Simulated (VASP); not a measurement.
Level of theory: PBEsol GGA, VASP's PBE PAW potentials (set 64) (plane waves; VASP).

VASP input:

**INCAR**
```
! general
SYSTEM  = NiSb
PREC    = Accurate
ENCUT   = 400   ! plane-wave cut-off (eV)
LREAL   = F
LASPH   = T
ICHARG  = 11   ! fixed density

! electronic loop
EDIFF   = 1E-7   ! SCF stop (eV)
NELM    = 100   ! most electronic steps
ALGO    = Normal   ! blocked Davidson
LMAXMIX = 4   ! l cut-off of mixed one-centre charges

! smearing
ISMEAR  = 0
SIGMA   = 0.05

! functional
GGA     = PS   ! PBEsol

! output
LWAVE   = F
LCHARG  = F
LORBIT  = 11
```

POSCAR:
```
NiSb
1
    3.2142122995    -0.0000000000    -0.0000000000
    0.0000000000     3.2142122995    -0.0000000000
   -0.0000000000     0.0000000000     3.2142122995
Ni Sb
1 1
Direct
  0.0000000000   0.0000000000   0.0000000000
  0.5000000000   0.5000000000   0.5000000000
```

File KPOINTS:
```
k-points along high-symmetry lines
15
Line-mode
Reciprocal
  0.000000   0.000000   0.000000 ! GAMMA
  0.000000   0.500000   0.000000 ! X

  0.000000   0.500000   0.000000 ! X
  0.500000   0.500000   0.000000 ! M

  0.500000   0.500000   0.000000 ! M
  0.000000   0.000000   0.000000 ! GAMMA

  0.000000   0.000000   0.000000 ! GAMMA
  0.500000   0.500000   0.500000 ! R

  0.500000   0.500000   0.500000 ! R
  0.000000   0.500000   0.000000 ! X

  0.500000   0.500000   0.500000 ! R
  0.500000   0.500000   0.000000 ! M
```

POTCAR, in this order: Ni Sb (PBE.64 set). Program: vasp_std. Read from the step before: CHGCAR.

Output

File OSZICAR:
```
       N       E                     dE             d eps       ncg     rms          rms(c)
DAV:   1     0.540540092814E+02    0.54054E+02   -0.53158E+03  1996   0.108E+03
DAV:   2    -0.713355616546E+01   -0.61188E+02   -0.57793E+02  2028   0.217E+02
DAV:   3    -0.904403236856E+01   -0.19105E+01   -0.18465E+01  2399   0.451E+01
DAV:   4    -0.907556548916E+01   -0.31533E-01   -0.31419E-01  2338   0.557E+00
DAV:   5    -0.907633257289E+01   -0.76708E-03   -0.76701E-03  2338   0.898E-01
DAV:   6    -0.907636691851E+01   -0.34346E-04   -0.34345E-04  2671   0.165E-01
DAV:   7    -0.907636752839E+01   -0.60987E-06   -0.61094E-06  2303   0.189E-02
DAV:   8    -0.907636756543E+01   -0.37042E-07   -0.36485E-07  1921   0.364E-03
   1 F= -.90763676E+01 E0= -.90743030E+01  d E =-.412921E-02
```

File OUTCAR:
```
 val. band max:       10.8892572203   @ k =   0.5000   0.5000   0.4286

 cond. band min:      10.9033819578   @ k =   0.5000   0.5000   0.1786



 k-point     1 :       0.0000    0.0000    0.0000
  band No.  band energies     occupation
      1      -2.9720      2.00000
      2       8.0291      2.00000
      3       8.0291      2.00000
      4       9.1120      2.00000
      5       9.1120      2.00000
      6       9.1120      2.00000
      7      11.4495      0.00000
      8      11.4495      0.00000
      9      11.4495      0.00000
     10      15.4035      0.00000
     11      17.1925      0.00000

 k-point     2 :       0.0000    0.0357    0.0000
  band No.  band energies     occupation
      1      -2.9538      2.00000
      2       8.0104      2.00000
      3       8.0318      2.00000
      4       9.0933      2.00000
      5       9.0933      2.00000
      6       9.1121      2.00000
      7      11.2825      0.00000
      8      11.4886      0.00000
      9      11.4886      0.00000
     10      15.5135      0.00000
     11      17.1974      0.00000

 k-point     3 :       0.0000    0.0714    0.0000
  band No.  band energies     occupation
      1      -2.8990      2.00000
      2       7.9453      2.00000
      3       8.0397      2.00000
      4       9.0407      2.00000
      5       9.0407      2.00000
      6       9.1122      2.00000
      7      10.8712      1.39550
      8      11.6023      0.00000
      9      11.6023      0.00000
     10      15.7416      0.00000
     11      17.2121      0.00000

 k-point     4 :       0.0000    0.1071    0.0000
  band No.  band energies     occupation
      1      -2.8081      2.00000
      2       7.8051      2.00000
      3       8.0526      2.00000
      4       8.9632      2.00000
      5       8.9632      2.00000
      6       9.1125      2.00000
      7      10.3804      2.00000
      8      11.7813      0.00000
      9      11.7813      0.00000
     10      15.9490      0.00000
...
```

The density is held fixed in this step, so its total energy and stress have no physical meaning. Unless said otherwise, spin-orbit coupling is left out, though it shifts the bands of the heavy elements here.

The structure was generated: NiSb was put into the CsCl type type (Pm-3m), which need not be its known phase. It was relaxed first, which changed the volume by -17 %. The run is not spin-polarised, so no magnetic state was tried. The electron count is odd and the run is not spin-polarised, which forces a metal.
